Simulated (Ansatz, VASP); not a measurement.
**One calculation of TaBr3F3, two programs**

```
Ta Br F
1.0
     5.02743    0.00000    0.00000
     0.00000    5.02743    0.00000
     0.00000    0.00000    5.02743
Ta Br F
1 3 3
Direct
  0.50000 0.50000 0.50000
  0.50000 0.00000 0.00000
  0.00000 0.50000 0.00000
  0.00000 0.00000 0.50000
  0.50000 0.50000 0.00000
  0.00000 0.50000 0.50000
  0.50000 0.00000 0.50000
```

Change from the starting cell: species swapped into the Ce3GaBr3 type (Pm-3m, No. 221).

Alike in both runs: functional PBE; k mesh 8 × 8 × 8; occupations gaussian, width 0.1 eV; no spin polarisation.

Ansatz relaxed the structure, and its values are those at the end. VASP's run is a single point on that final structure, the one shown.

```csv
,VASP,Ansatz
version,VASP 6.6.1,Ansatz 0.2.0
potentials or method,"VASP PAW PBE potentials, release 64 (Ta_pv, Br, F)","scalar-relativistic, plane waves, PAW"
plane-wave cutoff (eV),520,420
valence electrons in the cell,53,55
```

Ansatz gave:

| Quantity | Value |
| --- | --- |
| gap on the k mesh at the Fermi level (eV) | none |
| pressure (GPa) | 0.0 |

Task: Which values does VASP return?

Result: gap on the k mesh at the Fermi level (eV): none; pressure (GPa): -0.2.

A gap of «none» marks a metal or a gap that the smearing closes. With one functional, cell and mesh, what is left measures potentials, basis and numerics. The two sets of potentials don't hold the same shells in valence.

Caveats: an odd number of electrons without spin polarisation forces a metal; a magnetic or distorted state may lie lower. The runs have no spin-orbit coupling, so splittings on Ta are missing.
